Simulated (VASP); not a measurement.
These are r2SCAN meta-GGA, VASP's PBE PAW potentials (set 64) (plane waves; VASP) values and carry that method's errors.

VASP input:

**KPOINTS**
```
Regular mesh
0
G
  7 7 7
0 0 0
```

File POSCAR:
```
Li3Pb
1
    0.0000000000     3.2976732252     3.2976732252
    3.2976732252    -0.0000000000     3.2976732252
    3.2976732252     3.2976732252    -0.0000000000
Pb Li
1 3
Direct
  0.0000000000   0.0000000000   0.0000000000
  0.5000000000   0.5000000000   0.5000000000
  0.2500000000   0.2500000000   0.2500000000
  0.7500000000   0.7500000000   0.7500000000
```

**INCAR**
```
SYSTEM  =  Li3Pb
PREC  =  Accurate; ENCUT  =  520; LREAL  =  .False.
LASPH  =  .True.
EDIFF  =  1E-6; NELM  =  100; ALGO  =  Normal
LMAXMIX  =  4; LMIXTAU  =  .True.
ISMEAR  =  1; SIGMA  =  0.1
METAGGA  =  R2SCAN
IBRION  =  2; NSW  =  60; ISIF  =  3
EDIFFG  =  -0.02
LWAVE  =  .False.; LCHARG  =  .False.
```

POTCAR, in this order: Pb_d Li_sv (PBE.64 set). Program: vasp_std.

Output of the run:

### OUTCAR
```
 ion  position               nearest neighbor table
   1  0.000  0.000  0.000-   4 2.86   4 2.86   4 2.86   3 2.86   4 2.86   3 2.86   3 2.86   3 2.86
                             2 3.30   2 3.30   2 3.30   2 3.30   2 3.30   2 3.30
   2  0.500  0.500  0.500-   1 3.30   1 3.30   1 3.30   1 3.30   1 3.30   1 3.30
   3  0.250  0.250  0.250-   1 2.86   1 2.86   1 2.86   1 2.86
   4  0.750  0.750  0.750-   1 2.86   1 2.86   1 2.86   1 2.86
  LATTYP: Found a face centered cubic cell.
 ALAT       =     6.5953464504
 Subroutine PRICEL returns:
 Original cell was already a primitive cell.
 Subroutine GETGRP returns: Found 48 space group operations
The static configuration has the point symmetry O_h .
The dynamic configuration has the point symmetry O_h .
 Subroutine INISYM returns: Found 48 space group operations
 Subroutine IBZKPT returns following result:
 Found     20 irreducible k-points:

 Following reciprocal coordinates:
            Coordinates               Weight
  0.000000  0.000000  0.000000      1.000000
  0.142857  0.000000  0.000000      8.000000
  0.285714  0.000000  0.000000      8.000000
  0.428571  0.000000  0.000000      8.000000
  0.142857  0.142857  0.000000      6.000000
  0.285714  0.142857  0.000000     24.000000
  0.428571  0.142857  0.000000     24.000000
 -0.428571  0.142857  0.000000     24.000000
 -0.285714  0.142857  0.000000     24.000000
 -0.142857  0.142857  0.000000     12.000000
  0.285714  0.285714  0.000000      6.000000
  0.428571  0.285714  0.000000     24.000000
 -0.428571  0.285714  0.000000     24.000000
 -0.285714  0.285714  0.000000     12.000000
  0.428571  0.428571  0.000000      6.000000
 -0.428571  0.428571  0.000000     12.000000
  0.428571  0.285714  0.142857     24.000000
 -0.428571  0.285714  0.142857     48.000000
 -0.428571  0.428571  0.142857     24.000000
 -0.285714  0.428571  0.142857     24.000000
   k-points           NKPTS =     20   k-points in BZ     NKDIM =     20   number of bands    NBANDS=     15
   number of dos      NEDOS =    301   number of ions     NIONS =      4
   total plane-waves  NPLWV =  46656
   dimension x,y,z NGX =    36 NGY =   36 NGZ =   36
   dimension x,y,z NGXF=    72 NGYF=   72 NGZF=   72
   ions per type =               1   3
   PREC   = accura    normal or accurate (medium, high low for compatibility)
   ISTART =      0    job   : 0-new  1-cont  2-samecut
   ICHARG =      2    charge: 1-file 2-atom 10-const
   ISPIN  =      1    spin polarized calculation?
   LNONCOLLINEAR =      F non collinear calculations
   LSORBIT =      F    spin-orbit coupling
   INIWAV =      1    electr: 0-lowe 1-rand  2-diag
   ENCUT  =  520.0 eV  38.22 Ry    6.18 a.u.   8.67  8.67  8.67*2*pi/ulx,y,z
   NELM   =    100;   NELMIN=  2; NELMDL= -5     # of ELM steps
   EDIFF  = 0.1E-05   stopping-criterion for ELM
   LREAL  =      F    real-space projection
   NLSPLINE    = F    spline interpolate recip. space projectors
   LMAXMIX     =    4 max onsite mixed and CHGCAR
   VOSKOWN=      0    Vosko Wilk Nusair interpolation
   EDIFFG = -.2E-01   stopping-criterion for IOM
   NSW    =     60    number of steps for IOM
   NBLOCK =      1;   KBLOCK =     60    inner block; outer block
   IBRION =      2    ionic relax: 0-MD 1-quasi-New 2-CG
   NFREE  =      1    steps in history (QN), initial steepest desc. (CG)
   ISIF   =      3    stress and relaxation
   ISYM   =      2    0-nonsym 1-usesym 2-fastsym
   TEIN   =    0.0    initial temperature
   TEBEG  =    0.0;   TEEND  =   0.0 temperature during run
   SMASS  =  -3.00    Nose mass-parameter (am)
   PSTRESS=    0.0 pullay stress
   NELECT =      23.0000    total number of electrons
   EFERMI =   0.00;   METHOD = LEGACY
   ISMEAR =     1;   SIGMA  =   0.10  broadening in eV -4-tet -1-fermi 0-gaus
   IALGO  =     38    algorithm
   LDIAG  =      T    sub-space diagonalisation (order eigenvalues)
...
```

File OSZICAR:
```
       N       E                     dE             d eps       ncg     rms          rms(c)
DAV:   1     0.117352278613E+03    0.11735E+03   -0.11196E+04   600   0.166E+03
DAV:   2    -0.497315028371E+02   -0.16708E+03   -0.16465E+03   600   0.408E+02
DAV:   3    -0.677647180071E+02   -0.18033E+02   -0.17987E+02  1165   0.105E+02
DAV:   4    -0.692513635442E+02   -0.14866E+01   -0.14837E+01   818   0.324E+01
DAV:   5    -0.694281856467E+02   -0.17682E+00   -0.17682E+00  1085   0.835E+00    0.234E+00
DAV:   6    -0.657233231418E+02    0.37049E+01   -0.24805E+00   852   0.266E+01    0.103E+00
DAV:   7    -0.645320738749E+02    0.11912E+01   -0.18422E-01   677   0.690E+00    0.600E-01
DAV:   8    -0.659478286812E+02   -0.14158E+01   -0.22233E-01   635   0.495E+00    0.197E-01
DAV:   9    -0.650351475111E+02    0.91268E+00   -0.18776E-01   614   0.530E+00    0.165E-01
DAV:  10    -0.650541527996E+02   -0.19005E-01   -0.18694E-02   970   0.126E+00    0.210E-01
DAV:  11    -0.650295843167E+02    0.24568E-01   -0.84264E-03   663   0.112E+00    0.231E-01
DAV:  12    -0.650290610814E+02    0.52324E-03   -0.13166E-04   933   0.127E-01    0.233E-01
DAV:  13    -0.650408086441E+02   -0.11748E-01   -0.67352E-04   649   0.272E-01    0.225E-01
DAV:  14    -0.650102528950E+02    0.30556E-01   -0.66507E-02   600   0.278E+00    0.250E-01
DAV:  15    -0.650116091952E+02   -0.13563E-02   -0.36831E-03   656   0.598E-01    0.276E-01
DAV:  16    -0.650138047336E+02   -0.21955E-02   -0.50424E-03   740   0.701E-01    0.304E-01
DAV:  17    -0.650139518550E+02   -0.14712E-03   -0.29736E-03  1039   0.543E-01    0.376E-01
DAV:  18    -0.650116776101E+02    0.22742E-02   -0.83268E-03   663   0.776E-01    0.270E-01
DAV:  19    -0.650130503951E+02   -0.13728E-02   -0.18452E-03   782   0.547E-01    0.206E-01
DAV:  20    -0.650136462646E+02   -0.59587E-03   -0.25163E-03   705   0.484E-01    0.161E-01
DAV:  21    -0.650141178661E+02   -0.47160E-03   -0.30025E-04  1053   0.155E-01    0.142E-01
DAV:  22    -0.650142191756E+02   -0.10131E-03   -0.12290E-05   685   0.280E-02    0.142E-01
DAV:  23    -0.650143227701E+02   -0.10359E-03   -0.76676E-05   656   0.854E-02    0.129E-01
DAV:  24    -0.650151373165E+02   -0.81455E-03   -0.43398E-04   642   0.199E-01    0.103E-01
DAV:  25    -0.650150225278E+02    0.11479E-03   -0.20915E-05   684   0.434E-02    0.997E-02
DAV:  26    -0.650151720788E+02   -0.14955E-03   -0.10271E-05   726   0.395E-02    0.937E-02
DAV:  27    -0.650154367832E+02   -0.26470E-03   -0.48612E-05   814   0.671E-02    0.691E-02
DAV:  28    -0.650156254765E+02   -0.18869E-03   -0.29604E-05   920   0.564E-02    0.569E-02
DAV:  29    -0.650156704213E+02   -0.44945E-04   -0.10072E-05   676   0.385E-02    0.486E-02
DAV:  30    -0.650157270312E+02   -0.56610E-04   -0.28405E-05   983   0.551E-02    0.368E-02
DAV:  31    -0.650157326210E+02   -0.55898E-05   -0.16663E-05   734   0.386E-02    0.300E-02
DAV:  32    -0.650157294453E+02    0.31758E-05   -0.76976E-06   644   0.281E-02    0.255E-02
DAV:  33    -0.650157140334E+02    0.15412E-04   -0.14253E-05   566   0.328E-02    0.219E-02
DAV:  34    -0.650156537176E+02    0.60316E-04   -0.10747E-04   953   0.844E-02    0.133E-02
DAV:  35    -0.650155807608E+02    0.72957E-04   -0.42944E-05   698   0.509E-02    0.112E-02
DAV:  36    -0.650154972217E+02    0.83539E-04   -0.52325E-05   591   0.575E-02    0.751E-03
DAV:  37    -0.650154255733E+02    0.71648E-04   -0.30000E-05   635   0.468E-02    0.499E-03
DAV:  38    -0.650153665078E+02    0.59065E-04   -0.22692E-05   616   0.423E-02    0.288E-03
DAV:  39    -0.650153312666E+02    0.35241E-04   -0.91313E-06   709   0.290E-02    0.962E-04
DAV:  40    -0.650153097545E+02    0.21512E-04   -0.19933E-06   608   0.147E-02    0.683E-04
DAV:  41    -0.650153053490E+02    0.44055E-05   -0.30795E-07   328   0.639E-03    0.432E-04
DAV:  42    -0.650153052242E+02    0.12478E-06   -0.13417E-07   307   0.438E-03
   1 F= -.65015305E+02 E0= -.65015040E+02  d E =-.650153E+02
       N       E                     dE             d eps       ncg     rms          rms(c)
DAV:   1    -0.650264000681E+02   -0.11095E-01   -0.30579E-01   635   0.912E+00    0.520E-01
DAV:   2    -0.650175171541E+02    0.88829E-02   -0.22923E-02   705   0.243E+00    0.224E-01
DAV:   3    -0.650157520189E+02    0.17651E-02   -0.83695E-03   740   0.135E+00    0.663E-02
DAV:   4    -0.650140707744E+02    0.16812E-02   -0.75694E-03   600   0.771E-01    0.287E-02
DAV:   5    -0.650160070950E+02   -0.19363E-02   -0.47466E-04   600   0.210E-01    0.186E-02
DAV:   6    -0.650167167662E+02   -0.70967E-03   -0.72213E-04   614   0.220E-01    0.737E-03
DAV:   7    -0.650169473064E+02   -0.23054E-03   -0.14945E-04   768   0.137E-01    0.466E-03
DAV:   8    -0.650168452943E+02    0.10201E-03   -0.52674E-05   635   0.817E-02    0.368E-03
DAV:   9    -0.650169951589E+02   -0.14986E-03   -0.22467E-05   740   0.489E-02    0.301E-03
DAV:  10    -0.650171129524E+02   -0.11779E-03   -0.92375E-05   698   0.817E-02    0.289E-03
DAV:  11    -0.650170473403E+02    0.65612E-04   -0.45197E-05   649   0.691E-02    0.247E-03
DAV:  12    -0.650170154541E+02    0.31886E-04   -0.11374E-05   671   0.243E-02    0.288E-03
DAV:  13    -0.650170512509E+02   -0.35797E-04   -0.33472E-06   552   0.164E-02    0.216E-03
DAV:  14    -0.650171485746E+02   -0.97324E-04   -0.42656E-05   538   0.560E-02    0.138E-03
DAV:  15    -0.650171782101E+02   -0.29635E-04   -0.28210E-06   720   0.164E-02    0.146E-03
DAV:  16    -0.650171701117E+02    0.80984E-05   -0.29666E-07   349   0.725E-03    0.983E-04
DAV:  17    -0.650171590568E+02    0.11055E-04   -0.40530E-07   370   0.606E-03    0.559E-04
DAV:  18    -0.650171577837E+02    0.12731E-05   -0.71674E-08   321   0.326E-03    0.484E-04
DAV:  19    -0.650171558648E+02    0.19189E-05   -0.52202E-08   321   0.222E-03    0.386E-04
DAV:  20    -0.650171548696E+02    0.99519E-06   -0.27783E-08   321   0.171E-03
   2 F= -.65017155E+02 E0= -.65016892E+02  d E =-.184965E-02
       N       E                     dE             d eps       ncg     rms          rms(c)
DAV:   1    -0.650387385779E+02   -0.21583E-01   -0.64897E-01   628   0.133E+01    0.755E-01
DAV:   2    -0.650198045447E+02    0.18934E-01   -0.48445E-02   705   0.352E+00    0.327E-01
DAV:   3    -0.650160272267E+02    0.37773E-02   -0.17770E-02   740   0.195E+00    0.983E-02
DAV:   4    -0.650128692030E+02    0.31580E-02   -0.14626E-02   600   0.107E+00    0.415E-02
DAV:   5    -0.650166676805E+02   -0.37985E-02   -0.96622E-04   600   0.303E-01    0.253E-02
DAV:   6    -0.650178586098E+02   -0.11909E-02   -0.13217E-03   600   0.294E-01    0.102E-02
DAV:   7    -0.650181591286E+02   -0.30052E-03   -0.29903E-04   656   0.200E-01    0.544E-03
DAV:   8    -0.650180969908E+02    0.62138E-04   -0.10870E-04   649   0.116E-01    0.388E-03
DAV:   9    -0.650181900674E+02   -0.93077E-04   -0.11485E-05   782   0.368E-02    0.373E-03
DAV:  10    -0.650181676938E+02    0.22374E-04   -0.81500E-06   614   0.300E-02    0.630E-03
DAV:  11    -0.650182583173E+02   -0.90623E-04   -0.16536E-05   492   0.420E-02    0.161E-03
DAV:  12    -0.650182554742E+02    0.28431E-05   -0.17859E-06   692   0.126E-02    0.168E-03
DAV:  13    -0.650182565129E+02   -0.10387E-05   -0.76438E-08   349   0.358E-03    0.177E-03
DAV:  14    -0.650182616314E+02   -0.51185E-05   -0.25112E-07   342   0.581E-03    0.111E-03
DAV:  15    -0.650182885652E+02   -0.26934E-04   -0.26339E-06   545   0.143E-02    0.919E-04
DAV:  16    -0.650182900097E+02   -0.14445E-05   -0.15900E-07   321   0.589E-03    0.953E-04
DAV:  17    -0.650182907240E+02   -0.71423E-06   -0.53650E-08   321   0.287E-03
   3 F= -.65018291E+02 E0= -.65018034E+02  d E =-.298550E-02
```

### OUTCAR
```
------------------------ aborting loop because EDIFF is reached ----------------------------------------
  FORCE on cell =-STRESS in cart. coord.  units (eV):
  Direction    XX          YY          ZZ          XY          YZ          ZX
  --------------------------------------------------------------------------------------
  Total       -0.0042432     -0.0042432     -0.0042432     -0.0000000     -0.0000000      0.0000000
  in kB       -0.0930945     -0.0930945     -0.0930945     -0.0000000     -0.0000000      0.0000000
  external PRESSURE =      -0.0930945 kB  Pullay stress =       0.0000000 kB
  volume of cell :       73.03
      direct lattice vectors                 reciprocal lattice vectors
     0.000000000  3.317553226  3.317553226    -0.150713482  0.150713482  0.150713482
     3.317553226 -0.000000000  3.317553226     0.150713482 -0.150713482  0.150713482
     3.317553226  3.317553226  0.000000000     0.150713482  0.150713482 -0.150713482
 POSITION                                       TOTAL-FORCE (eV/Angst)
 -----------------------------------------------------------------------------------
      0.00000      0.00000      0.00000         0.000000      0.000000     -0.000000
      3.31755      3.31755      3.31755         0.000000      0.000000      0.000000
      1.65878      1.65878      1.65878         0.000000      0.000000      0.000000
      4.97633      4.97633      4.97633        -0.000000     -0.000000     -0.000000
 -----------------------------------------------------------------------------------
    total drift:                               -0.000000      0.000000      0.000000
  FREE ENERGIE OF THE ION-ELECTRON SYSTEM (eV)
  ---------------------------------------------------
  free  energy   TOTEN  =       -65.0182907240 eV

  energy  without entropy=      -65.0175204775  energy(sigma->0) =      -65.01803398

 reached required accuracy - stopping structural energy minimisation
```
(Selected blocks of OUTCAR.)

### CONTCAR
```
Li3Pb
   1.00000000000000
     0.0000000000000000    3.3175532260976452    3.3175532260976452
     3.3175532260976452   -0.0000000000000000    3.3175532260976452
     3.3175532260976452    3.3175532260976452    0.0000000000000000
  Pb              Li
     1     3
Direct
     0.0000000000000000    0.0000000000000000    0.0000000000000000
     0.5000000000000000    0.5000000000000000    0.5000000000000000
     0.2500000000000000    0.2500000000000000    0.2500000000000000
     0.7500000000000000    0.7500000000000000    0.7500000000000000
```

OUTCAR:
```
 val. band max:        3.5213103030   @ k =   0.4286   0.2857   0.1429

 cond. band min:       3.5666530932   @ k =   0.2857   0.1429   0.0000


 Fermi energy:         3.5593664131

 k-point     1 :       0.0000    0.0000    0.0000
  band No.  band energies     occupation
      1     -44.5509      2.00000
      2     -43.9468      2.00000
      3     -43.9390      2.00000
      4     -13.0874      2.00000
      5     -13.0874      2.00000
      6     -13.0874      2.00000
      7     -13.0425      2.00000
      8     -13.0425      2.00000
      9      -5.6812      2.00000
     10       5.0109     -0.00000
     11       5.0109     -0.00000
     12       5.0111     -0.00000
     13       6.7584      0.00000
     14       7.5675      0.00000
     15       7.5681      0.00000

 k-point     2 :       0.1429    0.0000    0.0000
  band No.  band energies     occupation
      1     -44.5508      2.00000
      2     -43.9465      2.00000
      3     -43.9394      2.00000
      4     -13.0849      2.00000
      5     -13.0845      2.00000
      6     -13.0845      2.00000
      7     -13.0425      2.00000
      8     -13.0425      2.00000
      9      -5.5612      2.00000
     10       3.3907      2.03825
     11       4.7532     -0.00000
     12       4.7533     -0.00000
     13       7.0019      0.00000
     14       7.9579      0.00000
     15       7.9585      0.00000

 k-point     3 :       0.2857    0.0000    0.0000
  band No.  band energies     occupation
      1     -44.5506      2.00000
      2     -43.9454      2.00000
      3     -43.9406      2.00000
      4     -13.0793      2.00000
      5     -13.0793      2.00000
      6     -13.0792      2.00000
      7     -13.0414      2.00000
      8     -13.0414      2.00000
      9      -5.2506      2.00000
     10       1.5580      2.00000
     11       4.3776     -0.00000
     12       4.3778     -0.00000
     13       6.9092      0.00000
     14       7.3392      0.00000
     15       7.3397      0.00000
...
```

Unless said otherwise, spin-orbit coupling is left out, though it shifts the bands of the heavy elements here.

The structure comes from a measured Li3Pb entry (Fm-3m) of the Crystallography Open Database, whose conditions weren't checked. This run relaxes it. Symmetry was kept, so distortions that lower it aren't found. The start is the result of an earlier pass. The electron count is odd and the run is not spin-polarised, which forces a metal.
